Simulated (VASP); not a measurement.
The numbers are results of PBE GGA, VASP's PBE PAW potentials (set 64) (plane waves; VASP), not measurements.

Input for VASP

### INCAR
```
ENCUT = 400
LWAVE = .FALSE.
ISIF = 2   # forces and stress, cell fixed
PREC = Accurate
SYSTEM = BN
SIGMA = 0.01   # width (eV)
ALGO = Normal   # blocked Davidson
LREAL = .FALSE.
NELM = 100   # most electronic steps
ISMEAR = 0
EDIFF = 1E-6
LASPH = .TRUE.   # aspherical one-centre terms
GGA = PE
LCHARG = .FALSE.
```

File POSCAR:
```
BN
1
    0.0000000000     1.7925130000     1.7925130000
    1.7925130000     0.0000000000     1.7925130000
    1.7925130000     1.7925130000     0.0000000000
B N
1 1
Direct
  0.0000000000   0.0000000000   0.0000000000
  0.7500000000   0.7500000000   0.7500000000
```

### KPOINTS
```
Automatic mesh
0
Gamma
13 13 13
0 0 0
```

POTCAR, in this order: B N (PBE.64 set). Program: vasp_std.

Question: What will the output report for the number of irreducible k-points (NKPTS), largest plane-wave count, number of space-group operations, FFT grid (NGX, NGY, NGZ)?

Answer: 
The number of irreducible k-points (NKPTS) is 84. The largest plane-wave count is 218. The number of space-group operations is 24 and the FFT grid (NGX, NGY, NGZ) comes out as 18 × 18 × 18.

The structure comes from a computed database's BN entry; how it stands against other phases isn't given here. The cell was not relaxed at this level.
